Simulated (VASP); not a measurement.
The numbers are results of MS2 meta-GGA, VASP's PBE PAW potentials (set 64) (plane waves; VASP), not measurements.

VASP input:

INCAR:
```
SYSTEM = CeO2
PREC = Accurate; ENCUT = 520; LREAL = F
LASPH = T
EDIFF = 1E-7; NELM = 100; ALGO = Normal
LMAXMIX = 6; LMIXTAU = T
ISMEAR = 0; SIGMA = 0.05
METAGGA = MS2
ISIF = 2
LWAVE = F; LCHARG = F
```

KPOINTS:
```
Regular mesh
0
G
 7 7 7
0 0 0
```

File POSCAR:
```
CeO2
5.4141980
  0.0000000000   0.5000000303   0.5000000303
  0.5000000303   0.0000000000   0.5000000303
  0.5000000303   0.5000000303   0.0000000000
Ce O
1 2
Direct
  0.0000000000   0.0000000000   0.0000000000
  0.2500000000   0.2500000000   0.2500000000
  0.7500000000   0.7500000000   0.7500000000
```

POTCAR, in this order: Ce O (PBE.64 set). Program: vasp_std.

What VASP printed:

File OUTCAR:
```
 ion  position               nearest neighbor table
   1  0.000  0.000  0.000-   3 2.34   3 2.34   2 2.34   2 2.34   3 2.34   2 2.34   3 2.34   2 2.34
  LATTYP: Found a face centered cubic cell.
 ALAT       =     5.4141983278
 Subroutine PRICEL returns:
 Original cell was already a primitive cell.
 Subroutine GETGRP returns: Found 48 space group operations
The static configuration has the point symmetry O_h .
The dynamic configuration has the point symmetry O_h .
 Subroutine INISYM returns: Found 48 space group operations
 Subroutine IBZKPT returns following result:
 Found     20 irreducible k-points:

 Following reciprocal coordinates:
            Coordinates               Weight
  0.000000  0.000000  0.000000      1.000000
  0.142857  0.000000  0.000000      8.000000
  0.285714  0.000000  0.000000      8.000000
  0.428571  0.000000  0.000000      8.000000
  0.142857  0.142857  0.000000      6.000000
  0.285714  0.142857  0.000000     24.000000
  0.428571  0.142857  0.000000     24.000000
 -0.428571  0.142857  0.000000     24.000000
 -0.285714  0.142857  0.000000     24.000000
 -0.142857  0.142857  0.000000     12.000000
  0.285714  0.285714  0.000000      6.000000
  0.428571  0.285714  0.000000     24.000000
 -0.428571  0.285714  0.000000     24.000000
 -0.285714  0.285714  0.000000     12.000000
  0.428571  0.428571  0.000000      6.000000
 -0.428571  0.428571  0.000000     12.000000
  0.428571  0.285714  0.142857     24.000000
 -0.428571  0.285714  0.142857     48.000000
 -0.428571  0.428571  0.142857     24.000000
 -0.285714  0.428571  0.142857     24.000000
   k-points           NKPTS =     20   k-points in BZ     NKDIM =     20   number of bands    NBANDS=     16
   number of dos      NEDOS =    301   number of ions     NIONS =      3
   total plane-waves  NPLWV =  21952
   dimension x,y,z NGX =    28 NGY =   28 NGZ =   28
   dimension x,y,z NGXF=    56 NGYF=   56 NGZF=   56
   ions per type =               1   2
   PREC   = accura    normal or accurate (medium, high low for compatibility)
   ISTART =      0    job   : 0-new  1-cont  2-samecut
   ICHARG =      2    charge: 1-file 2-atom 10-const
   ISPIN  =      1    spin polarized calculation?
   LNONCOLLINEAR =      F non collinear calculations
   LSORBIT =      F    spin-orbit coupling
   INIWAV =      1    electr: 0-lowe 1-rand  2-diag
   ENCUT  =  520.0 eV  38.22 Ry    6.18 a.u.   7.12  7.12  7.12*2*pi/ulx,y,z
   NELM   =    100;   NELMIN=  2; NELMDL= -5     # of ELM steps
   EDIFF  = 0.1E-06   stopping-criterion for ELM
   LREAL  =      F    real-space projection
   NLSPLINE    = F    spline interpolate recip. space projectors
   LMAXMIX     =    6 max onsite mixed and CHGCAR
   VOSKOWN=      0    Vosko Wilk Nusair interpolation
   EDIFFG = 0.1E-05   stopping-criterion for IOM
   NSW    =      0    number of steps for IOM
   NBLOCK =      1;   KBLOCK =      1    inner block; outer block
   IBRION =     -1    ionic relax: 0-MD 1-quasi-New 2-CG
   NFREE  =      0    steps in history (QN), initial steepest desc. (CG)
   ISIF   =      2    stress and relaxation
   ISYM   =      2    0-nonsym 1-usesym 2-fastsym
   TEIN   =    0.0    initial temperature
   TEBEG  =    0.0;   TEEND  =   0.0 temperature during run
   SMASS  =  -3.00    Nose mass-parameter (am)
   PSTRESS=    0.0 pullay stress
   NELECT =      24.0000    total number of electrons
   EFERMI =   0.00;   METHOD = LEGACY
   ISMEAR =     0;   SIGMA  =   0.05  broadening in eV -4-tet -1-fermi 0-gaus
   IALGO  =     38    algorithm
   LDIAG  =      T    sub-space diagonalisation (order eigenvalues)
   IMIX   =      4    mixing-type and parameters
     AMIX     =   0.40;   BMIX     =  1.00
     AMIX_MAG =   1.60;   BMIX_MAG =  1.00
     AMIN     =   0.10
...
```

**OSZICAR**
```
       N       E                     dE             d eps       ncg     rms          rms(c)
DAV:   1     0.213855714312E+03    0.21386E+03   -0.10785E+04   648   0.183E+03
DAV:   2    -0.176755522825E+02   -0.23153E+03   -0.22334E+03   992   0.314E+02
DAV:   3    -0.518512360943E+02   -0.34176E+02   -0.28412E+02   824   0.149E+02
DAV:   4    -0.533035917700E+02   -0.14524E+01   -0.14521E+01  1104   0.305E+01
DAV:   5    -0.533441355617E+02   -0.40544E-01   -0.40541E-01   928   0.483E+00    0.346E+01
DAV:   6    -0.212996428040E+02    0.32044E+02   -0.55508E+01   952   0.596E+01    0.117E+01
DAV:   7    -0.250560186369E+02   -0.37564E+01   -0.64982E+01   944   0.884E+01    0.179E+01
DAV:   8    -0.268727492640E+02   -0.18167E+01   -0.17657E+01   952   0.410E+01    0.721E+00
DAV:   9    -0.231377884405E+02    0.37350E+01   -0.12876E+01   928   0.408E+01    0.658E+00
DAV:  10    -0.239618696555E+02   -0.82408E+00   -0.29081E+00   944   0.189E+01    0.595E-01
DAV:  11    -0.238690897832E+02    0.92780E-01   -0.21938E-01   808   0.460E+00    0.358E-01
DAV:  12    -0.238743230067E+02   -0.52332E-02   -0.24674E-02  1168   0.120E+00    0.364E-01
DAV:  13    -0.238736929891E+02    0.63002E-03   -0.20908E-03   784   0.544E-01    0.444E-01
DAV:  14    -0.238742611759E+02   -0.56819E-03   -0.14088E-01   912   0.310E+00    0.875E-01
DAV:  15    -0.238693336549E+02    0.49275E-02   -0.45578E-02   896   0.202E+00    0.384E-01
DAV:  16    -0.238700704901E+02   -0.73684E-03   -0.22288E-03  1048   0.522E-01    0.292E-01
DAV:  17    -0.238694414114E+02    0.62908E-03   -0.27587E-03   840   0.402E-01    0.119E-01
DAV:  18    -0.238693470474E+02    0.94364E-04   -0.71097E-04   920   0.252E-01    0.579E-02
DAV:  19    -0.238692004015E+02    0.14665E-03   -0.15541E-04   896   0.127E-01    0.428E-02
DAV:  20    -0.238691792504E+02    0.21151E-04   -0.16151E-04   944   0.117E-01    0.136E-02
DAV:  21    -0.238691782238E+02    0.10266E-05   -0.66938E-06   816   0.275E-02    0.605E-03
DAV:  22    -0.238691780070E+02    0.21677E-06   -0.23426E-06  1048   0.143E-02    0.376E-03
DAV:  23    -0.238691769355E+02    0.10716E-05   -0.27487E-06   896   0.155E-02    0.682E-03
DAV:  24    -0.238691777239E+02   -0.78845E-06   -0.11476E-06   864   0.910E-03    0.274E-03
DAV:  25    -0.238691788520E+02   -0.11281E-05   -0.10065E-06   864   0.760E-03    0.462E-04
DAV:  26    -0.238691789448E+02   -0.92796E-07   -0.26746E-08   336   0.198E-03
   1 F= -.23869179E+02 E0= -.23869179E+02  d E =-.126838E-10
```

**OUTCAR**
```
------------------------ aborting loop because EDIFF is reached ----------------------------------------
  FORCE on cell =-STRESS in cart. coord.  units (eV):
  Direction    XX          YY          ZZ          XY          YZ          ZX
  --------------------------------------------------------------------------------------
  Total        0.0038176      0.0038176      0.0038176      0.0000000      0.0000000     -0.0000000
  in kB        0.1541563      0.1541563      0.1541563      0.0000000      0.0000000     -0.0000000
  external PRESSURE =       0.1541563 kB  Pullay stress =       0.0000000 kB
  volume of cell :       39.68
      direct lattice vectors                 reciprocal lattice vectors
     0.000000000  2.707099164  2.707099164    -0.184699551  0.184699551  0.184699551
     2.707099164  0.000000000  2.707099164     0.184699551 -0.184699551  0.184699551
     2.707099164  2.707099164  0.000000000     0.184699551  0.184699551 -0.184699551
 POSITION                                       TOTAL-FORCE (eV/Angst)
 -----------------------------------------------------------------------------------
      0.00000      0.00000      0.00000        -0.000000     -0.000000     -0.000000
      1.35355      1.35355      1.35355        -0.000000      0.000000     -0.000000
      4.06065      4.06065      4.06065         0.000000     -0.000000      0.000000
 -----------------------------------------------------------------------------------
    total drift:                                0.000000      0.000000      0.000000
  FREE ENERGIE OF THE ION-ELECTRON SYSTEM (eV)
  ---------------------------------------------------
  free  energy   TOTEN  =       -23.8691789448 eV

  energy  without entropy=      -23.8691789448  energy(sigma->0) =      -23.86917894
```
(Selected blocks of OUTCAR.)

File OUTCAR:
```
 val. band max:        5.1286616283   @ k =  -0.2857   0.2857   0.0000

 cond. band min:       7.2905050838   @ k =  -0.4286   0.1429   0.0000


 Fermi energy:         5.3417917030

 k-point     1 :       0.0000    0.0000    0.0000
  band No.  band energies     occupation
      1     -27.8225      2.00000
      2     -12.3994      2.00000
      3     -11.5611      2.00000
      4      -9.8183      2.00000
      5      -9.8183      2.00000
      6      -9.8183      2.00000
      7       1.2281      2.00000
      8       1.2281      2.00000
      9       1.2281      2.00000
     10       4.5164      2.00000
     11       4.5164      2.00000
     12       4.5164      2.00000
     13       7.7295      0.00000
     14       7.7295      0.00000
     15       7.7296      0.00000
     16       7.7833      0.00000

 k-point     2 :       0.1429    0.0000    0.0000
  band No.  band energies     occupation
      1     -27.7813      2.00000
      2     -12.8886      2.00000
      3     -11.6999      2.00000
      4      -9.8651      2.00000
      5      -9.8651      2.00000
      6      -9.3166      2.00000
      7       1.4149      2.00000
      8       1.4149      2.00000
      9       1.7317      2.00000
     10       4.3364      2.00000
     11       4.4409      2.00000
     12       4.4410      2.00000
     13       7.7048      0.00000
     14       7.7048      0.00000
     15       7.7313      0.00000
     16       7.8100      0.00000

 k-point     3 :       0.2857    0.0000    0.0000
  band No.  band energies     occupation
      1     -27.6866      2.00000
      2     -13.6696      2.00000
      3     -12.0301      2.00000
      4      -9.9670      2.00000
      5      -9.9670      2.00000
      6      -8.4396      2.00000
      7       1.8122      2.00000
      8       1.8122      2.00000
      9       2.8326      2.00000
     10       4.0653      2.00000
     11       4.3262      2.00000
     12       4.3262      2.00000
     13       7.6100      0.00000
...
```

The compound is CeO2 in the fluorite structure. It was relaxed first. The run is not spin-polarised, so no magnetic state was tried.
